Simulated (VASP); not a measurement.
Level of theory: PBE GGA, VASP's PBE PAW potentials (set 64) (plane waves; VASP).

The input files of a VASP run:

POSCAR:
```
ZnCu
2.8913440
  1.0000000000   0.0000000000   0.0000000000
  0.0000000000   1.0000000000   0.0000000000
  0.0000000000   0.0000000000   1.0000000000
Zn Cu
1 1
Cart
  0.5000000000   0.5000000000   0.5000000000
  0.0000000000   0.0000000000   0.0000000000
```

**INCAR**
```
LASPH=T
SYSTEM=ZnCu
LWAVE=F
ENCUT=300   # plane-wave cut-off (eV)
NELM=100
EDIFF=1E-6   # SCF stop (eV)
GGA=PE
ISIF=2   # forces and stress, cell fixed
ALGO=Normal
LREAL=F
ISMEAR=0   # Gaussian
LMAXMIX=4   # l cut-off of mixed one-centre charges
PREC=Accurate
SIGMA=0.1   # width (eV)
LCHARG=F
```

### KPOINTS
```
Regular mesh
0
G
  18 18 18
```

POTCAR, in this order: Zn Cu (PBE.64 set). Program: vasp_std.

Problem. What will the output report for the number of irreducible k-points (NKPTS), largest plane-wave count, number of space-group operations, FFT grid (NGX, NGY, NGZ)?

Solution. 
- number of irreducible k-points (NKPTS) = 220
- largest plane-wave count = 300
- number of space-group operations = 48
- FFT grid (NGX, NGY, NGZ) = 16 × 16 × 16

The structure comes from a computed database's ZnCu entry; how it stands against other phases isn't given here. The cell was not relaxed at this level. The run is one of a series of settings (KPOINTS 18×18×18 Γ-centred mesh against the base run), some of them coarse on purpose. The electron count is odd and the run is not spin-polarised, which forces a metal.
